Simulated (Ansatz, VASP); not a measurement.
# AlCo in two plane-wave programs, part 2 of 2

Wanted: the spread between two codes on one cell, functional and k mesh. The cell is taken from a series of runs on this material, whose earlier steps may have relaxed, scaled, displaced or heated it; both programs get it as it stands.

VASP 6.6.1 and Ansatz 0.2.0.

So far: Set-up; VASP: relaxation of cell and atoms, PBE; Ansatz: relaxation of cell and atoms, PBE; Side by side.

## Step 5: VASP: zone-centre phonons, PBE

Level of this step: PBE, no spin polarisation; plane waves and PAW (Al, Co) (VASP).

Second derivatives magnify differences that forces hide, and they need a tight electronic threshold.

File INCAR:

```
SYSTEM = AlCo
PREC = Accurate
ENCUT = 600
EDIFF = 1E-08
NELM = 120
ISMEAR = 1
SIGMA = 0.15
LREAL = .FALSE.
ALGO = Normal
GGA = PE
NBANDS = 12
LASPH = .TRUE.
LORBIT = 11
LWAVE = .FALSE.
LCHARG = .FALSE.
ISIF = 2
IBRION = 8
GGA_COMPAT = .FALSE.
KPAR = 2
```

File POSCAR:

```
AlCo
1.0
    2.8517689564      0.0000000000      0.0000000000
    0.0000000000      2.8517689564      0.0000000000
    0.0000000000      0.0000000000      2.8517689564
Al Co
1 1
Direct
    0.0000000000      0.0000000000      0.0000000000
    0.5000000000      0.5000000000      0.5000000000
```

File KPOINTS:

```
Automatic mesh
0
Gamma
16 16 16
0 0 0
```

PAW data sets: Al and Co (PBE family, release 64).

Launch:

```bash
$ mpirun -np 2 vasp_std
```

Numbers of over 12 decimals in the logs are rounded to 6 here.

Log:

```text
[... set-up lines as in an earlier step ...]
 entering main loop
       N       E                     dE             d eps       ncg     rms          rms(c)
DAV:   1     0.407281983497E+02    0.40728E+02   -0.58518E+03  3968   0.119E+03
DAV:   2    -0.119312982500E+02   -0.52659E+02   -0.48775E+02  4080   0.189E+02
DAV:   3    -0.136312917010E+02   -0.17000E+01   -0.16832E+01  4760   0.407E+01
DAV:   4    -0.136576587179E+02   -0.26367E-01   -0.26359E-01  4584   0.455E+00
[...]
DAV:  12    -0.119874874092E+02    0.63160E-06   -0.36603E-06  5044   0.209E-02    0.393E-03
DAV:  13    -0.119874873863E+02    0.22917E-07   -0.14971E-07  5468   0.284E-03    0.850E-04
DAV:  14    -0.119874873955E+02   -0.91976E-08   -0.55103E-09  2648   0.648E-04
   1 F= -.11987487E+02 E0= -.11987974E+02  d E =0.146020E-02
 Linear response reoptimize wavefunctions to high precision
DAV:   1    -0.119874874128E+02   -0.17314E-07   -0.13545E-09  2844   0.505E-04
DAV:   2    -0.119874874129E+02   -0.10800E-10   -0.15541E-10  2268   0.130E-04
 Linear response DOF=           2
 Linear response progress:
[...]
RMM:  10    -0.570981197768E-02    0.16843E-07   -0.27784E-10 17235   0.614E-05    0.274E-05
RMM:  11    -0.570983246358E-02   -0.20486E-07   -0.11265E-10 17061   0.231E-05    0.108E-05
RMM:  12    -0.570983291800E-02   -0.45443E-09   -0.16591E-10 17298   0.130E-05    0.854E-07
 first order change of Fermi-energy   0.16055E-04
 force on displaced ion       1 direction 1 :  -7.270  -0.000   0.000
 Linear response progress:
  Degree of freedom:   2/  2
       N       E                     dE             d eps       ncg     rms          rms(c)
RMM:   1    -0.167587753686E+00   -0.16759E+00   -0.10529E-01 14576   0.258E+00
RMM:   2    -0.167334492516E+00    0.25326E-03   -0.25466E-03 14560   0.526E-01    0.162E-01
RMM:   3    -0.167311491123E+00    0.23001E-04   -0.16131E-04 15263   0.108E-01    0.977E-02
RMM:   4    -0.167708752288E+00   -0.39726E-03   -0.19547E-04 16134   0.112E-01    0.762E-03
[...]
RMM:  10    -0.167625942754E+00    0.56540E-06   -0.11445E-09 17405   0.159E-04    0.132E-05
RMM:  11    -0.167625968379E+00   -0.25626E-07   -0.11418E-09 17694   0.623E-05    0.438E-06
RMM:  12    -0.167625975980E+00   -0.76007E-08   -0.11262E-09 17866   0.410E-05    0.176E-06
 first order change of Fermi-energy   0.29376E-02
 force on displaced ion       2 direction 1 :  -7.268   0.000  -0.000
 Linear response finished
```

Parts of OUTCAR (step 5):

```text
  Total       -0.0193750     -0.0193750     -0.0193750      0.0000000      0.0000000      0.0000000
  in kB       -1.3384719     -1.3384719     -1.3384719      0.0000000      0.0000000      0.0000000
  external PRESSURE =      -1.3384719 kB  Pullay stress =       0.0000000 kB

 POSITION                                       TOTAL-FORCE (eV/Angst)
 -----------------------------------------------------------------------------------
      0.00000      0.00000      0.00000         0.000000      0.000000      0.000000
      1.42588      1.42588      1.42588         0.000000      0.000000      0.000000
 -----------------------------------------------------------------------------------
    total drift:                                0.000000     -0.000000     -0.000000

[... 1 part as in an earlier step ...]

[... 1 further part left out ...]
```

## Step 6: Ansatz: zone-centre phonons, PBE

The same cell, functional, mesh and smearing now go to Ansatz, which takes its cutoff from its data sets.

The cell is taken from a series of runs on this material, whose earlier steps may have relaxed, scaled, displaced or heated it; both programs get it as it stands.

File input.yaml:

```yaml
crystal:
  lattice:
    - [2.8517689564, 0.0, 0.0]
    - [0.0, 2.8517689564, 0.0]
    - [0.0, 0.0, 2.8517689564]
  atoms:
    - { symbol: Al, position: [0.0, 0.0, 0.0] }
    - { symbol: Co, position: [0.5, 0.5, 0.5] }
kpoints:
  mp_grid: { grid: [16, 16, 16] }
hamiltonian:
  xc: pbe
  pseudopotentials: { kind: nc }
scf:
  occupations: { method: methfessel_paxton, width: 0.15 }
output:
  eigenvalues: true
phonons:
  method: dfpt
```

Launch:

```bash
$ ansatz run input.yaml --threads 4 --pin off --max-ram 7168MiB --backend cpu --events-out ev --progress --plain --runs-dir out
```

Log:

```text
[...]
Crystal: 2 atoms, lattice volume = 23.192 Å³
Basis set: ecut = 1306.14654 eV, 2517 PW (Γ), exchange–correlation on 72×72×72 points (8 copies of the dense FFT grid, shifted against one another)
Bands: 14, of which v1, the nominal top of the filled ones, is band 10 counted from 1 (9 counted from 0)
Symmetry: 48 space group operations
k-points: 405 of 4096 (irreducible under 8 space group operations, time reversal used)
[...]
k mesh reduced under 8 symmetry operations, with k and −k counted as one. Each operation leaves every solved perturbation unchanged. A smaller set is not used because it would not reduce the number of displacements times k-points to solve
  ASR residual: 7.814e-5 → 0.000e0 eV/Å²; symmetrization residual: 8.927e-6 eV/Å²
  ASR residual per site (eV/Å²): 2.05e-5 7.81e-5
  Γ frequencies (cm⁻¹): 0.00 0.00 0.00 327.24 327.24 327.24
  non-analytic LO–TO correction: not included (Born effective charges unavailable; polar crystals: no LO–TO splitting at Γ)
[key lines of the parts left out:]
SCF converged after 9 iterations
Free energy (F): -4332.787110 eV
Fermi energy:    14.675038 eV
```

## Step 7: Comparison

What differs besides the data sets and the points named for the pairs above, as far as they apply: the data sets hold 20 valence electrons in Ansatz (on norm-conserving files, of PseudoDojo where its log says so) and 12 in VASP. Total energies have different zeros and are not compared.

The two programs side by side:

| quantity | Ansatz | VASP | difference |
| --- | --- | --- | --- |
| optical mode 1 to 3 (cm⁻¹) | 327.2 | 326.8 | +0.13 % |

Modes are paired by rising frequency, not by their patterns, so a pair may set unlike modes beside each other; they are those without the splitting of longitudinal modes.

## Step 8: Results

| Property | Result |
| --- | --- |
| difference in volume (relaxation of cell and atoms, PBE) | 0.083 % |
| r.m.s. difference of the optical zone-centre modes, each program's sorted by frequency (zone-centre phonons, PBE) | 0.42 cm⁻¹ |

In words: The difference in volume is 0.083 % (relaxation of cell and atoms, PBE), within the 1.2 % picked in this series as the mark of a large difference, as far as the stopping tolerances let one tell. The data sets hold unlike numbers of valence electrons (20 in Ansatz and 12 in VASP), so part of the differences comes from the potentials. Such differences can come from data sets, numerical settings and the points named under the comparisons, not from the functional's error against experiment.

[Lines on the potential files, build, host, timing and source positions are cut from VASP's logs without a mark.]

[Logs are printed without paths, hosts, clocks, repeated set-up lines and the standing remarks that a program may print on its own settings, such as how far it seeks lower states.]

[Hosts, paths, dates, database ids (printed as entryN), source tags and the programs' standing remarks are cut or masked in the printed files.]
